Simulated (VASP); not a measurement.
YSb (relaxed from the NiAs type structure, space group P6_3/mmc): computed properties

Method: PBEsol GGA, VASP's PBE PAW potentials (set 64) (plane waves; VASP 6.6.1).

```yaml
space_group: P6_3/mmc (194)
cell: a = b = 4.292 Å, c = 7.419 Å, α = β = 90.00°, γ = 120.00°
volume_per_atom: 29.59 Å³/atom
band gap (over mesh and band path): none (metal, semimetal or under 0.01 eV)
density: 5.91 g/cm³
```

```
CELL_PARAMETERS angstrom
      4.29219     0.00000     0.00000
     -2.14610     3.71715     0.00000
      0.00000     0.00000     7.41907
ATOMIC_POSITIONS crystal
  Y  0.00000 0.00000 0.00000
  Y  0.00000 0.00000 0.50000
  Sb 0.33333 0.66667 0.25000
  Sb 0.66667 0.33333 0.75000
```

Unless said otherwise, spin-orbit coupling is left out, though it shifts the bands of the heavy elements here.

The structure was generated: YSb was put into the NiAs type type (P6_3/mmc), which need not be its known phase. It was relaxed first, which changed the volume by -32 %. Symmetry was kept, so distortions that lower it aren't found.
